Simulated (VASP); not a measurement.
Data:

```xyz
2
Lattice="0.0000 3.5104 3.5104 3.5104 0.0000 3.5104 3.5104 3.5104 0.0000" Properties=species:S:1:pos:R:3 pbc="T T T"
Ba     0.0000     0.0000     0.0000
Te     3.5104     3.5104     3.5104
```

Level of theory: rev-vdW-DF2, VASP's PBE PAW potentials (set 64) (plane waves; VASP 6.6.1). Run with 520 eV cut-off, Gaussian smearing of 0.050 eV, potentials Ba_sv Te.

Unless said otherwise, spin-orbit coupling is left out, though it shifts the bands of the heavy elements here.

**Question.** Give the energies of bands 6 to 11 at the high-symmetry points, in eV from the valence-band maximum.

**Answer.** 
```
band     Γ      X      U      L      W
----  ----  -----  -----  -----  -----
6     0.00  -1.14  -1.27  -2.23  -1.27
7     0.00  -0.39  -1.07  -1.11  -0.95
8     0.00  -0.39  -0.77  -1.11  -0.95
9     2.80   1.49   2.54   4.13   3.47
10    2.89   4.44   4.94   4.70   3.47
11    2.89   4.57   5.12   4.83   4.80
```

The gap is indirect, 1.49 eV, from the valence maximum at Γ to the conduction minimum at X.

The compound is BaTe in the rock salt structure. It was relaxed first.
